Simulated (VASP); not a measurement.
Energy against volume of SiO₂ (rutile). Level of theory: SCAN meta-GGA, VASP's PBE PAW potentials (set 64) (plane waves; VASP). Numerical set-up: 520 eV cut-off, 5×5×8 Γ-centred mesh, Gaussian smearing of 0.050 eV, potentials Si O.

Shape and ions are relaxed at each volume.

| V (Å³/atom) | E (eV/atom) |
|---|---|
| 7.299 | -10.37235 |
| 7.532 | -10.39611 |
| 7.765 | -10.40375 |
| 7.998 | -10.39800 |

**Question.** Fit these four points and predict the energy of the run at 8.231 Å³/atom.

**Answer.** A cubic in V^(−2/3), the third-order Birch-Murnaghan form, passes through the four points with V0 = 7.77 Å³/atom and B0 = 304 GPa, and gives -10.3811 eV/atom there. The run gave -10.3812 eV/atom, -0.1 meV/atom from the fit; all five points give B0 = 303 GPa.

The compound is SiO2 in the rutile structure, stishovite, a high-pressure form. It was relaxed first.
